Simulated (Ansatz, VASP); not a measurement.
**CsIn: VASP beside Ansatz**

One calculation is typed for both programs; each brings its own data sets. How far apart do they land? The cell is generated by rule, not measured, and may not be a known phase. The cell is taken from a series of runs on this material, whose earlier steps may have relaxed, scaled, displaced or heated it; both programs get it as it stands.

Program: Ansatz 0.2.0. Level of theory: plane waves, with VASP 6.6.1 beside it; zone-centre phonons at PBEsol. Results are calculated unless marked as measured.

The structure was built from a prototype and need not be the compound's stable phase.

### Step 1. The starting structure

The structure is cubic, space group Fm-3m (No. 225). Conventional cell: a = 7.733 Å, b = 7.733 Å, c = 7.733 Å, α = 90.00°, β = 90.00°, γ = 90.00°. Nearest to Cs lie 6 In at 3.87 Å. In has 6 Cs at 3.87 Å nearest. Farther neighbours are not listed.

### Step 2. VASP: zone-centre phonons, PBEsol

Second derivatives magnify differences that forces hide, and they need a tight electronic threshold.

Lines of VASP's logs that name or quote its potential files are left out, and so is its time.

INCAR reads:

```
SYSTEM = CsIn
PREC = Accurate
ENCUT = 500
EDIFF = 1E-08
NELM = 120
ISMEAR = 1
SIGMA = 0.15
LREAL = .FALSE.
ALGO = Normal
GGA = PS
NBANDS = 17
LORBIT = 11
LWAVE = .FALSE.
LCHARG = .FALSE.
ISIF = 2
IBRION = 8
LASPH = .TRUE.
GGA_COMPAT = .FALSE.
KPAR = 2
```

POSCAR reads:

```
CsIn
1.0
    0.0000000000      3.8663539638      3.8663539638
    3.8663539638      0.0000000000      3.8663539638
    3.8663539638      3.8663539638      0.0000000000
Cs In
1 1
Direct
    0.0000000000      0.0000000000      0.0000000000
    0.5000000000      0.5000000000      0.5000000000
```

KPOINTS reads:

```
Automatic mesh
0
Gamma
8 8 8
0 0 0
```

The projector-augmented-wave data sets are Cs_sv and In_d (PBE family, release 64).

Run with:

```sh
$ mpirun -np 2 vasp_std
```

Numbers of over 12 decimals in the logs are rounded to 6 here.

The program printed:

```text
[banner, memory and clock lines left out]
running    2 mpi-ranks, on    1 nodes
 distrk:  each k-point on    1 cores,    2 groups
 distr:  one band on    1 cores,    1 groups

 POSCAR found type information on POSCAR CsIn
 POSCAR found :  2 types and       2 ions
|                                                                             |
|               ----> ADVICE to this user running VASP <----                  |
|                                                                             |
|     You enforced a specific xc type in the INCAR file but a different       |
|     [... a line on the potential file left out ...]
|     I HOPE YOU KNOW WHAT YOU ARE DOING!                                     |
|                                                                             |

 LDA part: xc-table for (Slater+PW92), standard interpolation
 POSCAR, INCAR and KPOINTS ok, starting setup
 FFT: planning ... GRIDC
 FFT: planning ... GRID_SOFT
 FFT: planning ... GRID
 WAVECAR not read
 entering main loop
       N       E                     dE             d eps       ncg     rms          rms(c)
DAV:   1     0.158825107426E+03    0.15883E+03   -0.95365E+03   986   0.119E+03
DAV:   2     0.146561350728E+02   -0.14417E+03   -0.14048E+03  1042   0.271E+02
DAV:   3    -0.242458870713E+01   -0.17081E+02   -0.16924E+02  1175   0.927E+01
DAV:   4    -0.304990995238E+01   -0.62532E+00   -0.62376E+00  1298   0.218E+01
DAV:   5    -0.306410822094E+01   -0.14198E-01   -0.14196E-01  1313   0.300E+00    0.770E-01
DAV:   6    -0.305141983922E+01    0.12688E-01   -0.30264E-02  1387   0.189E+00    0.314E-01
DAV:   7    -0.304874881169E+01    0.26710E-02   -0.92906E-03  1362   0.999E-01    0.144E-01
DAV:   8    -0.304866134378E+01    0.87468E-04   -0.12440E-03  1320   0.238E-01    0.249E-02
DAV:   9    -0.304867967443E+01   -0.18331E-04   -0.83485E-05  1431   0.663E-02    0.135E-02
DAV:  10    -0.304868159683E+01   -0.19224E-05   -0.20380E-05  1340   0.379E-02    0.393E-03
DAV:  11    -0.304868153064E+01    0.66189E-07   -0.16538E-06  1233   0.111E-02    0.287E-03
DAV:  12    -0.304868129233E+01    0.23831E-06   -0.52920E-07  1353   0.683E-03    0.110E-03
DAV:  13    -0.304868126557E+01    0.26757E-07   -0.28296E-08  1041   0.110E-03    0.370E-04
DAV:  14    -0.304868131554E+01   -0.49972E-07   -0.61100E-09   794   0.705E-04    0.671E-05
DAV:  15    -0.304868130689E+01    0.86529E-08   -0.17440E-09   700   0.505E-04
   1 F= -.30486813E+01 E0= -.30490834E+01  d E =0.120616E-02
 Linear response reoptimize wavefunctions to high precision
DAV:   1    -0.304868130759E+01   -0.69576E-09   -0.37044E-10   735   0.208E-04
DAV:   2    -0.304868130762E+01   -0.31378E-10   -0.18291E-10   650   0.137E-04
 Linear response DOF=           2
 Linear response progress:
  Degree of freedom:   1/  2
       N       E                     dE             d eps       ncg     rms          rms(c)
RMM:   1    -0.188983444424E+00   -0.18898E+00    0.12474E-01  3609   0.148E+00
RMM:   2    -0.190560041960E+00   -0.15766E-02   -0.38020E-03  3326   0.402E-01    0.188E-02
RMM:   3    -0.190707306638E+00   -0.14726E-03   -0.57079E-04  3640   0.158E-01    0.522E-03
RMM:   4    -0.190703423644E+00    0.38830E-05   -0.17518E-04  3784   0.738E-02    0.725E-03
RMM:   5    -0.190719489811E+00   -0.16066E-04   -0.14678E-05  3680   0.283E-02    0.663E-03
RMM:   6    -0.190796519264E+00   -0.77029E-04   -0.31602E-05  3480   0.231E-02    0.103E-02
RMM:   7    -0.190747575217E+00    0.48944E-04   -0.75729E-06  3593   0.119E-02    0.243E-03
RMM:   8    -0.190717462002E+00    0.30113E-04   -0.40392E-06  3714   0.803E-03    0.153E-03
RMM:   9    -0.190728134616E+00   -0.10673E-04   -0.62895E-07  3631   0.330E-03    0.486E-04
RMM:  10    -0.190728968647E+00   -0.83403E-06   -0.21658E-07  3874   0.123E-03    0.478E-04
RMM:  11    -0.190725116224E+00    0.38524E-05   -0.22707E-07  3763   0.114E-03    0.297E-04
RMM:  12    -0.190726577685E+00   -0.14615E-05   -0.21699E-07  3863   0.704E-04    0.556E-05
RMM:  13    -0.190726819064E+00   -0.24138E-06   -0.20040E-07  4119   0.496E-04    0.247E-05
RMM:  14    -0.190726776066E+00    0.42998E-07   -0.19375E-07  4098   0.427E-04    0.186E-05
[...]
RMM:  19    -0.190726586437E+00   -0.16902E-08   -0.20958E-07  3575   0.389E-04    0.736E-07
RMM:  20    -0.190726588323E+00   -0.18865E-08   -0.20308E-07  3324   0.389E-04    0.651E-07
RMM:  21    -0.190726588358E+00   -0.34669E-10   -0.24526E-07  3272   0.386E-04    0.526E-07
RMM:  22    -0.190726588267E+00    0.90746E-10   -0.24021E-07  3223   0.385E-04    0.737E-07
RMM:  23    -0.190726588313E+00   -0.46078E-10   -0.24536E-07  3204   0.383E-04    0.629E-07
RMM:  24    -0.190726588403E+00   -0.89680E-10   -0.22632E-07  3196   0.383E-04    0.728E-07
RMM:  25    -0.190726588433E+00   -0.30472E-10   -0.22769E-07  3205   0.383E-04    0.603E-07
RMM:  26    -0.190726588431E+00    0.19703E-11   -0.22758E-07  3210   0.383E-04    0.704E-07
 first order change of Fermi-energy   0.13101E-03
 force on displaced ion       1 direction 1 :  -0.872   0.000   0.000
 Linear response progress:
  Degree of freedom:   2/  2
       N       E                     dE             d eps       ncg     rms          rms(c)
RMM:   1    -0.237671145282E+00   -0.23767E+00   -0.18420E-01  2915   0.352E+00
RMM:   2    -0.240390745660E+00   -0.27196E-02   -0.90614E-03  3138   0.559E-01    0.357E-02
RMM:   3    -0.240441716123E+00   -0.50970E-04   -0.52648E-04  3679   0.155E-01    0.103E-02
RMM:   4    -0.240463164939E+00   -0.21449E-04   -0.56985E-05  3772   0.471E-02    0.141E-02
RMM:   5    -0.240510687833E+00   -0.47523E-04   -0.57176E-06  3736   0.157E-02    0.657E-03
RMM:   6    -0.240561990727E+00   -0.51303E-04   -0.14751E-06  3677   0.801E-03    0.520E-03
RMM:   7    -0.240540742058E+00    0.21249E-04   -0.22469E-07  3478   0.260E-03    0.510E-04
RMM:   8    -0.240525303239E+00    0.15439E-04   -0.85722E-08  3657   0.137E-03    0.295E-03
RMM:   9    -0.240535082372E+00   -0.97791E-05    0.19920E-08  3792   0.805E-04    0.218E-04
RMM:  10    -0.240534396620E+00    0.68575E-06    0.94566E-08  3747   0.419E-04    0.855E-05
RMM:  11    -0.240533757955E+00    0.63866E-06    0.39781E-07  3915   0.305E-04    0.915E-05
RMM:  12    -0.240534157906E+00   -0.39995E-06    0.30696E-07  3981   0.259E-04    0.319E-05
RMM:  13    -0.240534153950E+00    0.39555E-08    0.17582E-07  3964   0.238E-04    0.817E-06
RMM:  14    -0.240534166878E+00   -0.12928E-07    0.82189E-08  4135   0.228E-04    0.462E-06
RMM:  15    -0.240534159919E+00    0.69593E-08    0.48936E-08  4150   0.223E-04    0.537E-06
 first order change of Fermi-energy  -0.26708E-03
 force on displaced ion       2 direction 1 :  -0.898   0.000   0.000
 Linear response finished
```

OUTCAR, selected parts (step 2):

```text
ion  position               nearest neighbor table
   1  0.000  0.000  0.000-
   2  0.500  0.500  0.500-

  LATTYP: Found a face centered cubic cell.
 ALAT       =     7.7327079276

 Subroutine GETGRP returns: Found 48 space group operations
 (whereof 48 operations were pure point group operations)

The static configuration has the point symmetry O_h .

 Found     29 irreducible k-points:

   k-points           NKPTS =     29   k-points in BZ     NKDIM =     29   number of bands    NBANDS=     17

   dimension x,y,z NGX =    40 NGY =   40 NGZ =   40
   dimension x,y,z NGXF=    80 NGYF=   80 NGZF=   80

   ENCUT  =  500.0 eV  36.75 Ry    6.06 a.u.   9.97  9.97  9.97*2*pi/ulx,y,z

   NELECT =      22.0000    total number of electrons

 k-points in reciprocal lattice and weights: Automatic mesh
   0.00000000  0.00000000  0.00000000       0.002
   0.12500000  0.00000000  0.00000000       0.016
   0.25000000  0.00000000  0.00000000       0.016
   0.37500000  0.00000000  0.00000000       0.016
   0.50000000  0.00000000  0.00000000       0.008
   0.12500000  0.12500000  0.00000000       0.012
   0.25000000  0.12500000  0.00000000       0.047
   0.37500000  0.12500000  0.00000000       0.047
   0.50000000  0.12500000  0.00000000       0.047
[...]
-0.37500000  0.50000000  0.12500000       0.023
  -0.25000000  0.50000000  0.25000000       0.012

 average (electrostatic) potential at core
       1 -50.2507       2 -99.8443

  Total       -0.0055156     -0.0055156     -0.0055156     -0.0000000      0.0000000      0.0000000
  in kB       -0.0764486     -0.0764486     -0.0764486     -0.0000000      0.0000000      0.0000000
  external PRESSURE =      -0.0764486 kB  Pullay stress =       0.0000000 kB

  energy-cutoff  :      500.00
  volume of cell :      115.59
      direct lattice vectors                 reciprocal lattice vectors
     0.000000000  3.866353964  3.866353964    -0.129320803  0.129320803  0.129320803
     3.866353964  0.000000000  3.866353964     0.129320803 -0.129320803  0.129320803
     3.866353964  3.866353964  0.000000000     0.129320803  0.129320803 -0.129320803

 POSITION                                       TOTAL-FORCE (eV/Angst)
 -----------------------------------------------------------------------------------
      0.00000      0.00000      0.00000         0.000000     -0.000000     -0.000000
      3.86635      3.86635      3.86635        -0.000000      0.000000      0.000000
 -----------------------------------------------------------------------------------
    total drift:                                0.000000     -0.000000      0.000000

 Eigenvectors and eigenvalues of the dynamical matrix
 ----------------------------------------------------

   1 f  =    1.875040 THz    11.781224 2PiTHz   62.544602 cm-1     7.754539 meV
             X         Y         Z           dx          dy          dz
      0.000000  0.000000  0.000000    -0.675391    0.000000   -0.000000
      3.866354  3.866354  3.866354     0.737459   -0.000000   -0.000000

   2 f  =    1.875040 THz    11.781224 2PiTHz   62.544602 cm-1     7.754539 meV
             X         Y         Z           dx          dy          dz
      0.000000  0.000000  0.000000     0.000000    0.675391    0.000000
      3.866354  3.866354  3.866354    -0.000000   -0.737459    0.000000

   3 f  =    1.875040 THz    11.781224 2PiTHz   62.544602 cm-1     7.754539 meV
             X         Y         Z           dx          dy          dz
      0.000000  0.000000  0.000000     0.000000    0.000000   -0.675391
      3.866354  3.866354  3.866354     0.000000    0.000000    0.737459

   4 f/i=    0.013833 THz     0.086918 2PiTHz    0.461433 cm-1     0.057210 meV
             X         Y         Z           dx          dy          dz
      0.000000  0.000000  0.000000    -0.618999   -0.325484    0.233979
      3.866354  3.866354  3.866354    -0.566902   -0.298090    0.214286

   5 f/i=    0.013833 THz     0.086918 2PiTHz    0.461433 cm-1     0.057210 meV
             X         Y         Z           dx          dy          dz
      0.000000  0.000000  0.000000    -0.379095    0.335426   -0.536304
      3.866354  3.866354  3.866354    -0.347189    0.307195   -0.491167

   6 f/i=    0.013833 THz     0.086918 2PiTHz    0.461433 cm-1     0.057210 meV
             X         Y         Z           dx          dy          dz
      0.000000  0.000000  0.000000    -0.130280    0.570435    0.448863
      3.866354  3.866354  3.866354    -0.119315    0.522424    0.411085

 ELASTIC MODULI CONTR FROM IONIC RELAXATION (kBar)
 Direction    XX          YY          ZZ          XY          YZ          ZX
 --------------------------------------------------------------------------------
 XX           0.0000      0.0000      0.0000      0.0000      0.0000      0.0000
 YY           0.0000      0.0000      0.0000      0.0000      0.0000      0.0000
 ZZ           0.0000      0.0000      0.0000      0.0000      0.0000      0.0000
 XY           0.0000      0.0000      0.0000      0.0000      0.0000      0.0000
 YZ           0.0000      0.0000      0.0000      0.0000      0.0000      0.0000
 ZX           0.0000      0.0000      0.0000      0.0000      0.0000      0.0000
 --------------------------------------------------------------------------------
```

Energies printed during the response cycles are not total energies of the cell. The k-mesh is coarse for a metal.

(Continued in part 2 of 2.)

[Lines on the potential files, build, host, timing and source positions are cut from VASP's logs without a mark.]

[Logs are printed without paths, hosts, clocks, repeated set-up lines and the standing remarks that a program may print on its own settings, such as how far it seeks lower states.]

[Hosts, paths, dates, database ids (printed as entryN), source tags and the programs' standing remarks are cut or masked in the printed files.]
